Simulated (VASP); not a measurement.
Output of a VASP run:

### OSZICAR
```
...
DAV:  11    -0.195297160353E+02    0.88586E-05   -0.47224E-04  2344   0.210E-01    0.360E-02
DAV:  12    -0.195297317717E+02   -0.15736E-04   -0.95996E-05  2248   0.636E-02    0.138E-02
DAV:  13    -0.195297335681E+02   -0.17964E-05   -0.22611E-05  1920   0.350E-02    0.326E-03
DAV:  14    -0.195297304843E+02    0.30838E-05   -0.27069E-06  1312   0.176E-02    0.219E-03
DAV:  15    -0.195297302610E+02    0.22327E-06   -0.64179E-07  1224   0.143E-02
   1 F= -.19529730E+02 E0= -.19529551E+02  d E =-.195297E+02
       N       E                     dE             d eps       ncg     rms          rms(c)
DAV:   1    -0.195430118030E+02   -0.13281E-01   -0.83391E-01  2046   0.157E+01    0.490E-01
DAV:   2    -0.195347172977E+02    0.82945E-02   -0.28309E-02  2128   0.205E+00    0.251E-01
DAV:   3    -0.195320160082E+02    0.27013E-02   -0.15979E-02  2224   0.124E+00    0.673E-02
DAV:   4    -0.195320080411E+02    0.79671E-05   -0.89825E-04  2264   0.285E-01    0.389E-02
DAV:   5    -0.195320183548E+02   -0.10314E-04   -0.68367E-05  2288   0.735E-02    0.187E-02
DAV:   6    -0.195320123366E+02    0.60181E-05   -0.22374E-05  2016   0.428E-02    0.309E-03
DAV:   7    -0.195320120333E+02    0.30330E-06   -0.13448E-06  1144   0.162E-02
   2 F= -.19532012E+02 E0= -.19532066E+02  d E =-.228177E-02
       N       E                     dE             d eps       ncg     rms          rms(c)
DAV:   1    -0.195408713601E+02   -0.88590E-02   -0.62205E-01  2040   0.136E+01    0.422E-01
DAV:   2    -0.195347468225E+02    0.61245E-02   -0.20878E-02  2128   0.178E+00    0.217E-01
DAV:   3    -0.195327350564E+02    0.20118E-02   -0.11964E-02  2224   0.107E+00    0.582E-02
DAV:   4    -0.195327266421E+02    0.84144E-05   -0.67079E-04  2256   0.248E-01    0.334E-02
DAV:   5    -0.195327334003E+02   -0.67582E-05   -0.51953E-05  2264   0.657E-02    0.161E-02
DAV:   6    -0.195327273986E+02    0.60017E-05   -0.19569E-05  2000   0.423E-02    0.241E-03
DAV:   7    -0.195327278678E+02   -0.46928E-06   -0.86073E-07  1032   0.158E-02
   3 F= -.19532728E+02 E0= -.19533014E+02  d E =-.299761E-02
       N       E                     dE             d eps       ncg     rms          rms(c)
DAV:   1    -0.195327593807E+02   -0.31982E-04   -0.20519E-03  2064   0.781E-01    0.243E-02
DAV:   2    -0.195327397092E+02    0.19672E-04   -0.68351E-05  2136   0.101E-01    0.125E-02
DAV:   3    -0.195327333054E+02    0.64038E-05   -0.39616E-05  2200   0.621E-02    0.341E-03
DAV:   4    -0.195327329121E+02    0.39328E-06   -0.14904E-06  1086   0.151E-02
   4 F= -.19532733E+02 E0= -.19533032E+02  d E =-.300265E-02
       N       E                     dE             d eps       ncg     rms          rms(c)
DAV:   1    -0.195357886416E+02   -0.30553E-02   -0.11424E-01  1992   0.422E+00    0.258E-01
DAV:   2    -0.195334870164E+02    0.23016E-02   -0.84555E-03  2118   0.100E+00    0.123E-01
DAV:   3    -0.195328539025E+02    0.63311E-03   -0.42580E-03  2168   0.547E-01    0.305E-02
DAV:   4    -0.195328588409E+02   -0.49384E-05   -0.32743E-04  2220   0.176E-01    0.133E-02
DAV:   5    -0.195328700678E+02   -0.11227E-04   -0.38843E-05  2304   0.456E-02    0.122E-02
DAV:   6    -0.195328748426E+02   -0.47748E-05   -0.96274E-06  1580   0.298E-02    0.522E-03
DAV:   7    -0.195328766033E+02   -0.17606E-05   -0.27248E-06  1288   0.224E-02    0.107E-03
DAV:   8    -0.195328768951E+02   -0.29187E-06   -0.69842E-07   774   0.193E-02
   5 F= -.19532877E+02 E0= -.19533215E+02  d E =-.143983E-03
```

OUTCAR:
```
------------------------ aborting loop because EDIFF is reached ----------------------------------------
  FORCE on cell =-STRESS in cart. coord.  units (eV):
  Direction    XX          YY          ZZ          XY          YZ          ZX
  --------------------------------------------------------------------------------------
  Total        0.0039073      0.0039073      0.0090310      0.0000000      0.0000000      0.0000000
  in kB        0.0420642      0.0420642      0.0972238      0.0000000      0.0000000      0.0000000
  external PRESSURE =       0.0604507 kB  Pullay stress =       0.0000000 kB
  volume of cell :      148.82
      direct lattice vectors                 reciprocal lattice vectors
     1.887029495 -3.268431189  0.000000000     0.264966712 -0.152978592  0.000000000
     1.887029495  3.268431189  0.000000000     0.264966712  0.152978592 -0.000000000
     0.000000000  0.000000000 12.064979085    -0.000000000 -0.000000000  0.082884520
 POSITION                                       TOTAL-FORCE (eV/Angst)
 -----------------------------------------------------------------------------------
      0.00000      0.00000      6.03249        -0.000000     -0.000000      0.000000
      0.00000     -0.00000      0.00000        -0.000000     -0.000000      0.000000
      1.88703      1.08948      3.01624         0.000000      0.000000     -0.000000
      1.88703     -1.08948      9.04873        -0.000000     -0.000000      0.000000
 -----------------------------------------------------------------------------------
    total drift:                               -0.000000     -0.000000      0.000000
  FREE ENERGIE OF THE ION-ELECTRON SYSTEM (eV)
  ---------------------------------------------------
  free  energy   TOTEN  =       -19.5328768951 eV

  energy  without entropy=      -19.5338908023  energy(sigma->0) =      -19.53321486

 reached required accuracy - stopping structural energy minimisation
```
(Selected blocks of OUTCAR.)

POSCAR:
```
La
1
    1.8757363797    -3.2488709356    -0.0000000000
    1.8757363797     3.2488709356     0.0000000000
    0.0000000000     0.0000000000    12.1742319307
La
4
Direct
  0.0000000000   0.0000000000   0.5000000000
  0.0000000000   0.0000000000   0.0000000000
  0.3333330000   0.6666670000   0.2500000000
  0.6666670000   0.3333330000   0.7500000000
```

**Question.** Reconstruct the remaining input files.

**Answer.** One answer among several that fit: the input of the run itself, PBE GGA, plane waves, VASP's PBE PAW potentials (set 64).

**INCAR**
```
SIGMA = 0.1
PREC = Accurate
ISMEAR = 1   ! Methfessel-Paxton
EDIFF = 1E-6
ALGO = Normal   ! blocked Davidson
LCHARG = .FALSE.
NSW = 60
GGA = PE   ! PBE
LWAVE = .FALSE.
LASPH = .TRUE.
EDIFFG = -0.02   ! ionic stop
IBRION = 2   ! conjugate gradients
SYSTEM = La
ISIF = 3
LMAXMIX = 6   ! l cut-off of mixed one-centre charges
NELM = 100
LREAL = .FALSE.   ! projection in real space or not
ENCUT = 400   ! plane-wave cut-off (eV)
```

**KPOINTS**
```
Automatic mesh
0
Gamma
9 9 3
0 0 0
```

POTCAR, in this order: La (PBE.64 set). Program: vasp_std.

The compound is La in the dhcp structure. This run relaxes it. Symmetry was kept, so distortions that lower it aren't found. The start is the result of an earlier pass.
